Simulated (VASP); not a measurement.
Input of a VASP 6.6.1 run:

Contents of INCAR:

```
PREC = Accurate ; ENCUT = 520
EDIFF = 1E-7 ; ISMEAR = -1
SIGMA = 0.05 ; LREAL = F
LASPH = T ; NELM = 100
ALGO = Normal ; ISIF = 2
LWAVE = F ; LCHARG = F
GGA = PE ; NBANDS = 29
```

File KPOINTS:

```
Automatic mesh
0
Gamma
  9 9 9
```

POSCAR

```
Cd3Se
1.0
   -2.0409530000      2.0409530000      6.0870800000
    2.0409530000     -2.0409530000      6.0870800000
    2.0409530000      2.0409530000     -6.0870800000
Cd Se
3 1
Direct
    0.5000000000      0.5000000000      0.0000000000
    0.2500000000      0.7500000000      0.5000000000
    0.7500000000      0.2500000000      0.5000000000
    0.0000000000      0.0000000000      0.0000000000
```

Potentials or basis: VASP PAW PBE potentials, release 64 (Cd, Se).

The run is started by

```sh
$ cat potpaw_PBE.64/Cd/POTCAR potpaw_PBE.64/Se/POTCAR > POTCAR
$ mpirun -np 1 vasp_std > vasp.out
```

Question: What does it give for the band gap on the k mesh?

Answer: None (metal or under the smearing width).

Question: What does it give for the pressure?

Answer: -0.3 GPa.

Stress tensor (GPa, compression positive):
```
-0.66  0.00  0.00
 0.00 -0.66  0.00
 0.00  0.00  0.49
```
